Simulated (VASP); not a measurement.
Method: LDA (Ceperley-Alder, Perdew-Zunger), VASP's LDA PAW potentials (set 64) (plane waves; VASP 6.6.1).

A VASP calculation is set up with these files.

File POSCAR:
```
Tc
1
    1.3496397922    -2.3376450715     0.0000000000
    1.3496397922     2.3376450715    -0.0000000000
    0.0000000000     0.0000000000     4.3027114463
Tc
2
Direct
  0.3333330000   0.6666670000   0.2500000000
  0.6666670000   0.3333330000   0.7500000000
```

KPOINTS:
```
Automatic mesh
0
Gamma
15 15 9
0 0 0
```

**INCAR**
```
SYSTEM = Tc
PREC = Accurate
ENCUT = 500
EDIFF = 1E-6
NELM = 100
ALGO = Normal
LREAL = .FALSE.
LASPH = .TRUE.
ISMEAR = 1
SIGMA = 0.1
LMAXMIX = 4
LWAVE = .FALSE.
LCHARG = .FALSE.
IBRION = 2
ISIF = 3
NSW = 40
EDIFFG = -0.02
PSTRESS = 50
```

POTCAR, in this order: Tc_pv (LDA.64 set). Program: vasp_std.

The run wrote:

File OSZICAR:
```
       N       E                     dE             d eps       ncg     rms          rms(c)
DAV:   1     0.302026680437E+03    0.30203E+03   -0.16581E+04  4614   0.158E+03
DAV:   2    -0.169081636867E+02   -0.31893E+03   -0.31566E+03  5066   0.451E+02
DAV:   3    -0.249065966195E+02   -0.79984E+01   -0.78211E+01  5510   0.822E+01
DAV:   4    -0.249792560437E+02   -0.72659E-01   -0.72139E-01  5070   0.771E+00
DAV:   5    -0.249798347441E+02   -0.57870E-03   -0.57846E-03  5034   0.697E-01    0.223E+01
DAV:   6    -0.236440431328E+02    0.13358E+01   -0.30824E+00  4842   0.174E+01    0.731E+00
DAV:   7    -0.234745023924E+02    0.16954E+00   -0.57936E-01  5112   0.675E+00    0.993E-01
DAV:   8    -0.234614867419E+02    0.13016E-01   -0.16208E-02  4674   0.147E+00    0.167E-01
DAV:   9    -0.234615449146E+02   -0.58173E-04   -0.33885E-04  5156   0.166E-01    0.318E-02
DAV:  10    -0.234615571387E+02   -0.12224E-04   -0.23661E-05  4759   0.455E-02    0.752E-03
DAV:  11    -0.234615570900E+02    0.48609E-07   -0.46242E-07  2553   0.675E-03
   1 F= -.22614275E+02 E0= -.22614431E+02  d E =-.226143E+02
```

OUTCAR:
```
------------------------ aborting loop because EDIFF is reached ----------------------------------------
  FORCE on cell =-STRESS in cart. coord.  units (eV):
  Direction    XX          YY          ZZ          XY          YZ          ZX
  --------------------------------------------------------------------------------------
  Total        0.8179326      0.8179329      0.8259258      0.0000000     -0.0000000      0.0000000
  in kB       48.2680168     48.2680324     48.7397085      0.0000000     -0.0000000      0.0000000
  external PRESSURE =      -1.5747474 kB  Pullay stress =      50.0000000 kB
  volume of cell :       27.15
      direct lattice vectors                 reciprocal lattice vectors
     1.349639792 -2.337645071  0.000000000     0.370469219 -0.213890469  0.000000000
     1.349639792  2.337645071  0.000000000     0.370469219  0.213890469  0.000000000
     0.000000000  0.000000000  4.302711446     0.000000000  0.000000000  0.232411588
 POSITION                                       TOTAL-FORCE (eV/Angst)
 -----------------------------------------------------------------------------------
      1.34964      0.77922      1.07568         0.000000      0.000000      0.000000
      1.34964     -0.77922      3.22703         0.000000     -0.000000      0.000000
 -----------------------------------------------------------------------------------
    total drift:                               -0.000023      0.000596     -0.000044
  FREE ENERGIE OF THE ION-ELECTRON SYSTEM (eV)
  ---------------------------------------------------
  free  energy   TOTEN  =       -23.4615570900 eV

  energy  without entropy=      -23.4620262878  energy(sigma->0) =      -23.46171349
  enthalpy is  TOTEN    =       -22.6142748836 eV   P V=        0.8472822064

 reached required accuracy - stopping structural energy minimisation
```
(Selected blocks of OUTCAR.)

The compound is Tc in the hcp structure. It was relaxed first under an external pressure of 5 GPa.
